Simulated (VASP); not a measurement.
Energy against volume of Tl (hcp). Level of theory: PBE GGA with D3 dispersion (Becke-Johnson damping), VASP's PBE PAW potentials (set 64) (plane waves; VASP). Numerical set-up: 520 eV cut-off, 12×12×7 Γ-centred mesh, first-order Methfessel-Paxton smearing of 0.10 eV, potentials Tl_d.

Shape and ions are relaxed at each volume.

```json
[
 {"V (Å³/atom)": "27.733", "E (eV/atom)": "-2.53320"},
 {"V (Å³/atom)": "28.618", "E (eV/atom)": "-2.54383"},
 {"V (Å³/atom)": "29.503", "E (eV/atom)": "-2.54800"},
 {"V (Å³/atom)": "30.388", "E (eV/atom)": "-2.54664"}
]
```

### Question
Fit these four points and predict the energy of the run at 31.273 Å³/atom.

### Answer
A cubic in V^(−2/3), the third-order Birch-Murnaghan form, passes through the four points with V0 = 29.71 Å³/atom and B0 = 32 GPa, and gives -2.5405 eV/atom there. The run gave -2.5407 eV/atom, -0.1 meV/atom from the fit; all five points give B0 = 32 GPa.

The compound is Tl in the hcp structure. It was relaxed first.
